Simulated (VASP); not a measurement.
Given:

```
CoO
1.0
    4.26000     2.13000     2.13000
    2.13000     4.26000     2.13000
    2.13000     2.13000     4.26000
Co O
2 2
Cartesian
  0.00000   0.00000   0.00000
  4.26000   4.26000   4.26000
  2.13000   2.13000   2.13000
  6.39000   6.39000   6.39000
```
Starting moments (μB, in the order of the record's atoms Co Co O O): 3.0 -3.0 0.0 0.0.

All values below come from PBE GGA, VASP's PBE PAW potentials (set 64) (plane waves; VASP). Settings: 800 eV cut-off, 8×8×8 Γ-centred mesh, Gaussian smearing of 0.050 eV, potentials Co O.

Q: Give the stress tensor in GPa (positive for a compressed cell).

A: 
```
-3.70   2.49   2.49
 2.49  -3.70   2.49
 2.49   2.49  -3.70
```
The pressure is its mean diagonal, -3.70 GPa.

The compound is CoO in the rock salt, AFM-II order structure. The cell was not relaxed at this level. The k-mesh is coarse (spacing up to 0.31 per Å, 2π included), so the numbers may not be converged in it. The run is one of a series of settings (ENCUT = 800 against the base run), some of them coarse on purpose.
